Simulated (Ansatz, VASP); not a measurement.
# Sn in two plane-wave programs

Aim: how closely do two programs agree when they are given the same cell, functional and k mesh? The cell is taken from a series of runs on this material, whose earlier steps may have relaxed, scaled, displaced or heated it; both programs get it as it stands.

Calculated with Ansatz 0.2.0; plane waves, with VASP 6.6.1 beside it; zone-centre phonons at LDA.

### Step 1. Set-up

It takes space group I4_1/amd (No. 141, tetragonal). The conventional cell has a = 4.546 Å, b = 4.546 Å, c = 6.602 Å, α = 90.00°, β = 90.00°, γ = 90.00°. Nearest to Sn lie 4 Sn at 2.81 Å. That group holds within 0.01 Å; judged at 0.001 Å it is C2/m (No. 12).

Structure file:

```xyz
2
Lattice="0.0000 3.2147 3.3008 3.2147 0.0000 3.3008 3.2147 3.2147 0.0000" Properties=species:S:1:pos:R:3 pbc="T T T"
Sn    3.2142    3.2142    3.3008
Sn    4.8226    4.8226    4.9511
```

### Step 2. VASP: zone-centre phonons, LDA

Second derivatives magnify differences that forces hide, and they need a tight electronic threshold.

Lines of VASP's logs that name or quote its potential files are left out, and so is its time.

File INCAR:

```
SYSTEM = Sn
PREC = Accurate
ENCUT = 500
EDIFF = 1E-08
NELM = 120
ISMEAR = 0
SIGMA = 0.015
LREAL = .FALSE.
ALGO = Normal
GGA = CA
NBANDS = 20
LORBIT = 11
LWAVE = .FALSE.
LCHARG = .FALSE.
ISIF = 2
ISYM = 2
IBRION = 8
LASPH = .TRUE.
GGA_COMPAT = .FALSE.
KPAR = 2
```

File POSCAR:

```
Sn
1.0
    0.0000000000      3.2147042303      3.3007833335
    3.2147042303      0.0000000000      3.3007833335
    3.2147042303      3.2147042303      0.0000000000
Sn
2
Direct
    0.5000046583      0.5000046583      0.4998282072
    0.7499953417      0.7499953417      0.7501717928
```

File KPOINTS:

```
Points of the shifted mesh
1728
Reciprocal
 0.0416666667  0.0416666667  0.0416666667 1
 0.0416666667  0.0416666667  0.1250000000 1
 0.0416666667  0.0416666667  0.2083333333 1
 0.0416666667  0.0416666667  0.2916666667 1
 0.0416666667  0.0416666667  0.3750000000 1
 0.0416666667  0.0416666667  0.4583333333 1
 0.0416666667  0.0416666667  0.5416666667 1
 0.0416666667  0.0416666667  0.6250000000 1
 0.0416666667  0.0416666667  0.7083333333 1
 0.0416666667  0.0416666667  0.7916666667 1
 0.0416666667  0.0416666667  0.8750000000 1
 0.0416666667  0.0416666667  0.9583333333 1
 0.0416666667  0.1250000000  0.0416666667 1
 0.0416666667  0.1250000000  0.1250000000 1
 0.0416666667  0.1250000000  0.2083333333 1
 0.0416666667  0.1250000000  0.2916666667 1
 0.0416666667  0.1250000000  0.3750000000 1
 0.0416666667  0.1250000000  0.4583333333 1
 0.0416666667  0.1250000000  0.5416666667 1
 0.0416666667  0.1250000000  0.6250000000 1
 0.0416666667  0.1250000000  0.7083333333 1
 0.0416666667  0.1250000000  0.7916666667 1
 0.0416666667  0.1250000000  0.8750000000 1
 0.0416666667  0.1250000000  0.9583333333 1
 0.0416666667  0.2083333333  0.0416666667 1
 0.0416666667  0.2083333333  0.1250000000 1
 0.0416666667  0.2083333333  0.2083333333 1
 0.0416666667  0.2083333333  0.2916666667 1
 0.0416666667  0.2083333333  0.3750000000 1
 0.0416666667  0.2083333333  0.4583333333 1
 0.0416666667  0.2083333333  0.5416666667 1
 0.0416666667  0.2083333333  0.6250000000 1
 0.0416666667  0.2083333333  0.7083333333 1
 0.0416666667  0.2083333333  0.7916666667 1
 0.0416666667  0.2083333333  0.8750000000 1
 0.0416666667  0.2083333333  0.9583333333 1
 0.0416666667  0.2916666667  0.0416666667 1
 0.0416666667  0.2916666667  0.1250000000 1
 0.0416666667  0.2916666667  0.2083333333 1
 0.0416666667  0.2916666667  0.2916666667 1
 0.0416666667  0.2916666667  0.3750000000 1
 0.0416666667  0.2916666667  0.4583333333 1
 0.0416666667  0.2916666667  0.5416666667 1
 0.0416666667  0.2916666667  0.6250000000 1
 0.0416666667  0.2916666667  0.7083333333 1
 0.0416666667  0.2916666667  0.7916666667 1
 0.0416666667  0.2916666667  0.8750000000 1
 0.0416666667  0.2916666667  0.9583333333 1
 0.0416666667  0.3750000000  0.0416666667 1
 0.0416666667  0.3750000000  0.1250000000 1
 0.0416666667  0.3750000000  0.2083333333 1
 0.0416666667  0.3750000000  0.2916666667 1
 0.0416666667  0.3750000000  0.3750000000 1
 0.0416666667  0.3750000000  0.4583333333 1
 0.0416666667  0.3750000000  0.5416666667 1
 0.0416666667  0.3750000000  0.6250000000 1
 0.0416666667  0.3750000000  0.7083333333 1
 0.0416666667  0.3750000000  0.7916666667 1
 0.0416666667  0.3750000000  0.8750000000 1
 0.0416666667  0.3750000000  0.9583333333 1
 0.0416666667  0.4583333333  0.0416666667 1
 0.0416666667  0.4583333333  0.1250000000 1
 0.0416666667  0.4583333333  0.2083333333 1
 0.0416666667  0.4583333333  0.2916666667 1
 0.0416666667  0.4583333333  0.3750000000 1
 0.0416666667  0.4583333333  0.4583333333 1
 0.0416666667  0.4583333333  0.5416666667 1
 0.0416666667  0.4583333333  0.6250000000 1
 0.0416666667  0.4583333333  0.7083333333 1
 0.0416666667  0.4583333333  0.7916666667 1
 0.0416666667  0.4583333333  0.8750000000 1
 0.0416666667  0.4583333333  0.9583333333 1
 0.0416666667  0.5416666667  0.0416666667 1
 0.0416666667  0.5416666667  0.1250000000 1
 0.0416666667  0.5416666667  0.2083333333 1
 0.0416666667  0.5416666667  0.2916666667 1
 0.0416666667  0.5416666667  0.3750000000 1
 0.0416666667  0.5416666667  0.4583333333 1
 0.0416666667  0.5416666667  0.5416666667 1
 0.0416666667  0.5416666667  0.6250000000 1
 0.0416666667  0.5416666667  0.7083333333 1
 0.0416666667  0.5416666667  0.7916666667 1
 0.0416666667  0.5416666667  0.8750000000 1
 0.0416666667  0.5416666667  0.9583333333 1
 0.0416666667  0.6250000000  0.0416666667 1
 0.0416666667  0.6250000000  0.1250000000 1
 0.0416666667  0.6250000000  0.2083333333 1
 0.0416666667  0.6250000000  0.2916666667 1
 0.0416666667  0.6250000000  0.3750000000 1
 0.0416666667  0.6250000000  0.4583333333 1
 0.0416666667  0.6250000000  0.5416666667 1
 0.0416666667  0.6250000000  0.6250000000 1
 0.0416666667  0.6250000000  0.7083333333 1
 0.0416666667  0.6250000000  0.7916666667 1
 0.0416666667  0.6250000000  0.8750000000 1
 0.0416666667  0.6250000000  0.9583333333 1
 0.0416666667  0.7083333333  0.0416666667 1
 0.0416666667  0.7083333333  0.1250000000 1
 0.0416666667  0.7083333333  0.2083333333 1
 0.0416666667  0.7083333333  0.2916666667 1
 0.0416666667  0.7083333333  0.3750000000 1
 0.0416666667  0.7083333333  0.4583333333 1
 0.0416666667  0.7083333333  0.5416666667 1
 0.0416666667  0.7083333333  0.6250000000 1
 0.0416666667  0.7083333333  0.7083333333 1
 0.0416666667  0.7083333333  0.7916666667 1
 0.0416666667  0.7083333333  0.8750000000 1
 0.0416666667  0.7083333333  0.9583333333 1
 0.0416666667  0.7916666667  0.0416666667 1
 0.0416666667  0.7916666667  0.1250000000 1
 0.0416666667  0.7916666667  0.2083333333 1
 0.0416666667  0.7916666667  0.2916666667 1
[... 1390 lines left out ...]
 0.8750000000  0.4583333333  0.1250000000 1
 0.8750000000  0.4583333333  0.2083333333 1
 0.8750000000  0.4583333333  0.2916666667 1
 0.8750000000  0.4583333333  0.3750000000 1
 0.8750000000  0.4583333333  0.4583333333 1
 0.8750000000  0.4583333333  0.5416666667 1
 0.8750000000  0.4583333333  0.6250000000 1
 0.8750000000  0.4583333333  0.7083333333 1
 0.8750000000  0.4583333333  0.7916666667 1
 0.8750000000  0.4583333333  0.8750000000 1
 0.8750000000  0.4583333333  0.9583333333 1
 0.8750000000  0.5416666667  0.0416666667 1
 0.8750000000  0.5416666667  0.1250000000 1
 0.8750000000  0.5416666667  0.2083333333 1
 0.8750000000  0.5416666667  0.2916666667 1
 0.8750000000  0.5416666667  0.3750000000 1
 0.8750000000  0.5416666667  0.4583333333 1
 0.8750000000  0.5416666667  0.5416666667 1
 0.8750000000  0.5416666667  0.6250000000 1
 0.8750000000  0.5416666667  0.7083333333 1
 0.8750000000  0.5416666667  0.7916666667 1
 0.8750000000  0.5416666667  0.8750000000 1
 0.8750000000  0.5416666667  0.9583333333 1
 0.8750000000  0.6250000000  0.0416666667 1
 0.8750000000  0.6250000000  0.1250000000 1
 0.8750000000  0.6250000000  0.2083333333 1
 0.8750000000  0.6250000000  0.2916666667 1
 0.8750000000  0.6250000000  0.3750000000 1
 0.8750000000  0.6250000000  0.4583333333 1
 0.8750000000  0.6250000000  0.5416666667 1
 0.8750000000  0.6250000000  0.6250000000 1
 0.8750000000  0.6250000000  0.7083333333 1
 0.8750000000  0.6250000000  0.7916666667 1
 0.8750000000  0.6250000000  0.8750000000 1
 0.8750000000  0.6250000000  0.9583333333 1
 0.8750000000  0.7083333333  0.0416666667 1
 0.8750000000  0.7083333333  0.1250000000 1
 0.8750000000  0.7083333333  0.2083333333 1
 0.8750000000  0.7083333333  0.2916666667 1
 0.8750000000  0.7083333333  0.3750000000 1
 0.8750000000  0.7083333333  0.4583333333 1
 0.8750000000  0.7083333333  0.5416666667 1
 0.8750000000  0.7083333333  0.6250000000 1
 0.8750000000  0.7083333333  0.7083333333 1
 0.8750000000  0.7083333333  0.7916666667 1
 0.8750000000  0.7083333333  0.8750000000 1
 0.8750000000  0.7083333333  0.9583333333 1
 0.8750000000  0.7916666667  0.0416666667 1
 0.8750000000  0.7916666667  0.1250000000 1
 0.8750000000  0.7916666667  0.2083333333 1
 0.8750000000  0.7916666667  0.2916666667 1
 0.8750000000  0.7916666667  0.3750000000 1
 0.8750000000  0.7916666667  0.4583333333 1
 0.8750000000  0.7916666667  0.5416666667 1
 0.8750000000  0.7916666667  0.6250000000 1
 0.8750000000  0.7916666667  0.7083333333 1
 0.8750000000  0.7916666667  0.7916666667 1
 0.8750000000  0.7916666667  0.8750000000 1
 0.8750000000  0.7916666667  0.9583333333 1
 0.8750000000  0.8750000000  0.0416666667 1
 0.8750000000  0.8750000000  0.1250000000 1
 0.8750000000  0.8750000000  0.2083333333 1
 0.8750000000  0.8750000000  0.2916666667 1
 0.8750000000  0.8750000000  0.3750000000 1
 0.8750000000  0.8750000000  0.4583333333 1
 0.8750000000  0.8750000000  0.5416666667 1
 0.8750000000  0.8750000000  0.6250000000 1
 0.8750000000  0.8750000000  0.7083333333 1
 0.8750000000  0.8750000000  0.7916666667 1
 0.8750000000  0.8750000000  0.8750000000 1
 0.8750000000  0.8750000000  0.9583333333 1
 0.8750000000  0.9583333333  0.0416666667 1
 0.8750000000  0.9583333333  0.1250000000 1
 0.8750000000  0.9583333333  0.2083333333 1
 0.8750000000  0.9583333333  0.2916666667 1
 0.8750000000  0.9583333333  0.3750000000 1
 0.8750000000  0.9583333333  0.4583333333 1
 0.8750000000  0.9583333333  0.5416666667 1
 0.8750000000  0.9583333333  0.6250000000 1
 0.8750000000  0.9583333333  0.7083333333 1
 0.8750000000  0.9583333333  0.7916666667 1
 0.8750000000  0.9583333333  0.8750000000 1
 0.8750000000  0.9583333333  0.9583333333 1
 0.9583333333  0.0416666667  0.0416666667 1
 0.9583333333  0.0416666667  0.1250000000 1
 0.9583333333  0.0416666667  0.2083333333 1
 0.9583333333  0.0416666667  0.2916666667 1
 0.9583333333  0.0416666667  0.3750000000 1
 0.9583333333  0.0416666667  0.4583333333 1
 0.9583333333  0.0416666667  0.5416666667 1
 0.9583333333  0.0416666667  0.6250000000 1
 0.9583333333  0.0416666667  0.7083333333 1
 0.9583333333  0.0416666667  0.7916666667 1
 0.9583333333  0.0416666667  0.8750000000 1
 0.9583333333  0.0416666667  0.9583333333 1
 0.9583333333  0.1250000000  0.0416666667 1
 0.9583333333  0.1250000000  0.1250000000 1
 0.9583333333  0.1250000000  0.2083333333 1
 0.9583333333  0.1250000000  0.2916666667 1
 0.9583333333  0.1250000000  0.3750000000 1
 0.9583333333  0.1250000000  0.4583333333 1
 0.9583333333  0.1250000000  0.5416666667 1
 0.9583333333  0.1250000000  0.6250000000 1
 0.9583333333  0.1250000000  0.7083333333 1
 0.9583333333  0.1250000000  0.7916666667 1
 0.9583333333  0.1250000000  0.8750000000 1
 0.9583333333  0.1250000000  0.9583333333 1
 0.9583333333  0.2083333333  0.0416666667 1
 0.9583333333  0.2083333333  0.1250000000 1
 0.9583333333  0.2083333333  0.2083333333 1
 0.9583333333  0.2083333333  0.2916666667 1
 0.9583333333  0.2083333333  0.3750000000 1
 0.9583333333  0.2083333333  0.4583333333 1
 0.9583333333  0.2083333333  0.5416666667 1
 0.9583333333  0.2083333333  0.6250000000 1
 0.9583333333  0.2083333333  0.7083333333 1
 0.9583333333  0.2083333333  0.7916666667 1
 0.9583333333  0.2083333333  0.8750000000 1
 0.9583333333  0.2083333333  0.9583333333 1
 0.9583333333  0.2916666667  0.0416666667 1
 0.9583333333  0.2916666667  0.1250000000 1
 0.9583333333  0.2916666667  0.2083333333 1
 0.9583333333  0.2916666667  0.2916666667 1
 0.9583333333  0.2916666667  0.3750000000 1
 0.9583333333  0.2916666667  0.4583333333 1
 0.9583333333  0.2916666667  0.5416666667 1
 0.9583333333  0.2916666667  0.6250000000 1
 0.9583333333  0.2916666667  0.7083333333 1
 0.9583333333  0.2916666667  0.7916666667 1
 0.9583333333  0.2916666667  0.8750000000 1
 0.9583333333  0.2916666667  0.9583333333 1
 0.9583333333  0.3750000000  0.0416666667 1
 0.9583333333  0.3750000000  0.1250000000 1
 0.9583333333  0.3750000000  0.2083333333 1
 0.9583333333  0.3750000000  0.2916666667 1
 0.9583333333  0.3750000000  0.3750000000 1
 0.9583333333  0.3750000000  0.4583333333 1
 0.9583333333  0.3750000000  0.5416666667 1
 0.9583333333  0.3750000000  0.6250000000 1
 0.9583333333  0.3750000000  0.7083333333 1
 0.9583333333  0.3750000000  0.7916666667 1
 0.9583333333  0.3750000000  0.8750000000 1
 0.9583333333  0.3750000000  0.9583333333 1
 0.9583333333  0.4583333333  0.0416666667 1
 0.9583333333  0.4583333333  0.1250000000 1
 0.9583333333  0.4583333333  0.2083333333 1
 0.9583333333  0.4583333333  0.2916666667 1
 0.9583333333  0.4583333333  0.3750000000 1
 0.9583333333  0.4583333333  0.4583333333 1
 0.9583333333  0.4583333333  0.5416666667 1
 0.9583333333  0.4583333333  0.6250000000 1
 0.9583333333  0.4583333333  0.7083333333 1
 0.9583333333  0.4583333333  0.7916666667 1
 0.9583333333  0.4583333333  0.8750000000 1
 0.9583333333  0.4583333333  0.9583333333 1
 0.9583333333  0.5416666667  0.0416666667 1
 0.9583333333  0.5416666667  0.1250000000 1
 0.9583333333  0.5416666667  0.2083333333 1
 0.9583333333  0.5416666667  0.2916666667 1
 0.9583333333  0.5416666667  0.3750000000 1
 0.9583333333  0.5416666667  0.4583333333 1
 0.9583333333  0.5416666667  0.5416666667 1
 0.9583333333  0.5416666667  0.6250000000 1
 0.9583333333  0.5416666667  0.7083333333 1
 0.9583333333  0.5416666667  0.7916666667 1
 0.9583333333  0.5416666667  0.8750000000 1
 0.9583333333  0.5416666667  0.9583333333 1
 0.9583333333  0.6250000000  0.0416666667 1
 0.9583333333  0.6250000000  0.1250000000 1
 0.9583333333  0.6250000000  0.2083333333 1
 0.9583333333  0.6250000000  0.2916666667 1
 0.9583333333  0.6250000000  0.3750000000 1
 0.9583333333  0.6250000000  0.4583333333 1
 0.9583333333  0.6250000000  0.5416666667 1
 0.9583333333  0.6250000000  0.6250000000 1
 0.9583333333  0.6250000000  0.7083333333 1
 0.9583333333  0.6250000000  0.7916666667 1
 0.9583333333  0.6250000000  0.8750000000 1
 0.9583333333  0.6250000000  0.9583333333 1
 0.9583333333  0.7083333333  0.0416666667 1
 0.9583333333  0.7083333333  0.1250000000 1
 0.9583333333  0.7083333333  0.2083333333 1
 0.9583333333  0.7083333333  0.2916666667 1
 0.9583333333  0.7083333333  0.3750000000 1
 0.9583333333  0.7083333333  0.4583333333 1
 0.9583333333  0.7083333333  0.5416666667 1
 0.9583333333  0.7083333333  0.6250000000 1
 0.9583333333  0.7083333333  0.7083333333 1
 0.9583333333  0.7083333333  0.7916666667 1
 0.9583333333  0.7083333333  0.8750000000 1
 0.9583333333  0.7083333333  0.9583333333 1
 0.9583333333  0.7916666667  0.0416666667 1
 0.9583333333  0.7916666667  0.1250000000 1
 0.9583333333  0.7916666667  0.2083333333 1
 0.9583333333  0.7916666667  0.2916666667 1
 0.9583333333  0.7916666667  0.3750000000 1
 0.9583333333  0.7916666667  0.4583333333 1
 0.9583333333  0.7916666667  0.5416666667 1
 0.9583333333  0.7916666667  0.6250000000 1
 0.9583333333  0.7916666667  0.7083333333 1
 0.9583333333  0.7916666667  0.7916666667 1
 0.9583333333  0.7916666667  0.8750000000 1
 0.9583333333  0.7916666667  0.9583333333 1
 0.9583333333  0.8750000000  0.0416666667 1
 0.9583333333  0.8750000000  0.1250000000 1
 0.9583333333  0.8750000000  0.2083333333 1
 0.9583333333  0.8750000000  0.2916666667 1
 0.9583333333  0.8750000000  0.3750000000 1
 0.9583333333  0.8750000000  0.4583333333 1
 0.9583333333  0.8750000000  0.5416666667 1
 0.9583333333  0.8750000000  0.6250000000 1
 0.9583333333  0.8750000000  0.7083333333 1
 0.9583333333  0.8750000000  0.7916666667 1
 0.9583333333  0.8750000000  0.8750000000 1
 0.9583333333  0.8750000000  0.9583333333 1
 0.9583333333  0.9583333333  0.0416666667 1
 0.9583333333  0.9583333333  0.1250000000 1
 0.9583333333  0.9583333333  0.2083333333 1
 0.9583333333  0.9583333333  0.2916666667 1
 0.9583333333  0.9583333333  0.3750000000 1
 0.9583333333  0.9583333333  0.4583333333 1
 0.9583333333  0.9583333333  0.5416666667 1
 0.9583333333  0.9583333333  0.6250000000 1
 0.9583333333  0.9583333333  0.7083333333 1
 0.9583333333  0.9583333333  0.7916666667 1
 0.9583333333  0.9583333333  0.8750000000 1
 0.9583333333  0.9583333333  0.9583333333 1
```

PAW data sets: Sn_d (LDA family, release 64).

Command:

```
mpirun -np 2 vasp_std
```

Numbers of over 12 decimals in the logs are rounded to 6 here.

Log:

```text
[banner, memory and clock lines left out]
running    2 mpi-ranks, on    1 nodes
 distrk:  each k-point on    1 cores,    2 groups
 distr:  one band on    1 cores,    1 groups

 POSCAR found type information on POSCAR Sn
 POSCAR found :  1 types and       2 ions
 LDA part: xc-table for (Slater(with rela. corr.)+CA(PZ))
 , standard interpolation
 POSCAR, INCAR and KPOINTS ok, starting setup
 FFT: planning ... GRIDC
 FFT: planning ... GRID_SOFT
 FFT: planning ... GRID
 WAVECAR not read
 entering main loop
       N       E                     dE             d eps       ncg     rms          rms(c)
DAV:   1     0.222840821055E+03    0.22284E+03   -0.14767E+04 69576   0.200E+03
DAV:   2     0.148615966655E+02   -0.20798E+03   -0.20422E+03 69296   0.442E+02
DAV:   3    -0.828500041112E+01   -0.23147E+02   -0.23004E+02 79116   0.144E+02
DAV:   4    -0.904017037443E+01   -0.75517E+00   -0.75472E+00 78456   0.294E+01
DAV:   5    -0.906637362124E+01   -0.26203E-01   -0.26203E-01 94384   0.536E+00    0.331E+00
DAV:   6    -0.898107024030E+01    0.85303E-01   -0.42609E-02 88112   0.227E+00    0.186E+00
DAV:   7    -0.893888986841E+01    0.42180E-01   -0.62286E-02 71760   0.226E+00    0.147E-01
DAV:   8    -0.893945893558E+01   -0.56907E-03   -0.54034E-03 79736   0.836E-01    0.539E-02
DAV:   9    -0.893954748341E+01   -0.88548E-04   -0.17783E-04 91240   0.101E-01    0.151E-02
DAV:  10    -0.893954751602E+01   -0.32613E-07   -0.15067E-05 92884   0.449E-02    0.395E-03
DAV:  11    -0.893954791486E+01   -0.39884E-06   -0.11851E-06 75416   0.741E-03    0.165E-03
DAV:  12    -0.893954791335E+01    0.15048E-08   -0.56012E-08 78084   0.214E-03
   1 F= -.89395479E+01 E0= -.89395475E+01  d E =-.905935E-06
 Linear response reoptimize wavefunctions to high precision
DAV:   1    -0.893954791465E+01   -0.12906E-08   -0.56079E-09 70552   0.637E-04
DAV:   2    -0.893954791468E+01   -0.31832E-10   -0.38701E-10 45064   0.207E-04
 Linear response DOF=           2
 Linear response progress:
  Degree of freedom:   1/  2
       N       E                     dE             d eps       ncg     rms          rms(c)
RMM:   1    -0.216394340512E+00   -0.21639E+00    0.61050E-01 86715   0.103E+01
RMM:   2    -0.223277327688E+00   -0.68830E-02   -0.20241E-02121060   0.119E+00    0.692E-02
RMM:   3    -0.223432590274E+00   -0.15526E-03   -0.16676E-03127232   0.329E-01    0.320E-02
RMM:   4    -0.223328672136E+00    0.10392E-03   -0.11938E-04126527   0.100E-01    0.106E-02
RMM:   5    -0.223320473405E+00    0.81987E-05   -0.15985E-05130130   0.328E-02    0.400E-03
RMM:   6    -0.223323640045E+00   -0.31666E-05   -0.13534E-06128839   0.955E-03    0.168E-03
RMM:   7    -0.223324333931E+00   -0.69389E-06   -0.23543E-07128060   0.339E-03    0.425E-04
RMM:   8    -0.223322186433E+00    0.21475E-05   -0.30412E-08130974   0.124E-03    0.265E-04
RMM:   9    -0.223321186092E+00    0.10003E-05    0.33944E-08131875   0.485E-04    0.371E-05
RMM:  10    -0.223321377497E+00   -0.19141E-06   -0.14260E-08137147   0.205E-04    0.286E-05
RMM:  11    -0.223321300149E+00    0.77348E-07   -0.17301E-08132914   0.106E-04    0.593E-06
RMM:  12    -0.223321304229E+00   -0.40794E-08   -0.75292E-09141195   0.618E-05    0.437E-06
 first order change of Fermi-energy   0.68367E+00
 force on displaced ion       1 direction 1 :  -7.733  -0.161  -0.014
 Linear response progress:
  Degree of freedom:   2/  2
       N       E                     dE             d eps       ncg     rms          rms(c)
RMM:   1    -0.216620046253E+00   -0.21662E+00    0.57844E-01 86790   0.102E+01
RMM:   2    -0.223471268645E+00   -0.68512E-02   -0.20295E-02121170   0.119E+00    0.696E-02
RMM:   3    -0.223619139121E+00   -0.14787E-03   -0.16665E-03127328   0.329E-01    0.322E-02
RMM:   4    -0.223511087775E+00    0.10805E-03   -0.12041E-04126596   0.100E-01    0.105E-02
RMM:   5    -0.223503087240E+00    0.80005E-05   -0.15684E-05130303   0.327E-02    0.397E-03
RMM:   6    -0.223506526083E+00   -0.34388E-05   -0.12927E-06128770   0.953E-03    0.158E-03
RMM:   7    -0.223507384477E+00   -0.85839E-06   -0.18186E-07128040   0.340E-03    0.431E-04
RMM:   8    -0.223505095868E+00    0.22886E-05   -0.33064E-08130833   0.125E-03    0.231E-04
RMM:   9    -0.223504296552E+00    0.79932E-06   -0.14213E-09132355   0.480E-04    0.365E-05
RMM:  10    -0.223504414081E+00   -0.11753E-06   -0.37226E-09136840   0.207E-04    0.253E-05
RMM:  11    -0.223504318853E+00    0.95227E-07   -0.56402E-09132727   0.108E-04    0.619E-06
RMM:  12    -0.223504328431E+00   -0.95780E-08   -0.87789E-09141307   0.628E-05    0.397E-06
 first order change of Fermi-energy   0.21684E+01
 force on displaced ion       1 direction 3 :  -0.015  -0.015  -8.057
 Linear response finished
```

[end of part 1 of 2]

[Lines on the potential files, build, host, timing and source positions are cut from VASP's logs without a mark.]

[Logs are printed without paths, hosts, clocks, repeated set-up lines and the standing remarks that a program may print on its own settings, such as how far it seeks lower states.]

[Hosts, paths, dates, database ids (printed as entryN), source tags and the programs' standing remarks are cut or masked in the printed files.]
